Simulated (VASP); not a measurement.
Given:

Au has the cubic space group Fm-3m (No. 225), the fcc (Cu type) structure, Pearson symbol cF4. Cell: a = 4.1254 Å, b = 4.1254 Å, c = 4.1254 Å, α = 90.00°, β = 90.00°, γ = 90.00°. Au on 4a is surrounded by 12 Au at 2.917 Å (cuboctahedral). (Neighbours: up to the widest gap in distance over summed covalent radii, below 1.35, at either atom.)
(The calculation used a cell of 1 atom; values per cell refer to that cell.)

The numbers are results of r2SCAN meta-GGA, VASP's PBE PAW potentials (set 64) (plane waves; VASP), not measurements. Numerical set-up: 480 eV cut-off, 14×14×14 Γ-centred mesh, first-order Methfessel-Paxton smearing of 0.10 eV, potentials Au.

Each relaxation starts from this cell; other phases were not tried.

Task: The cell is relaxed at 5 GPa. What happens?

Result: The volume per atom goes from 17.55 to 17.05 Å³ (-2.8 %), and the cell becomes a = 4.086 Å, b = 4.086 Å, c = 4.086 Å, α = 90.00°, β = 90.00°, γ = 90.00°, space group Fm-3m.

Task: The cell is relaxed at 10 GPa. What happens?

Result: The volume per atom goes from 17.55 to 16.63 Å³ (-5.3 %), and the cell becomes a = b = c = 4.052 Å, α = β = γ = 90.00°, space group Fm-3m.

Failed runs are left out, and for metals the shear rows, which the mesh's noise covers.

The compound is Au in the fcc structure.
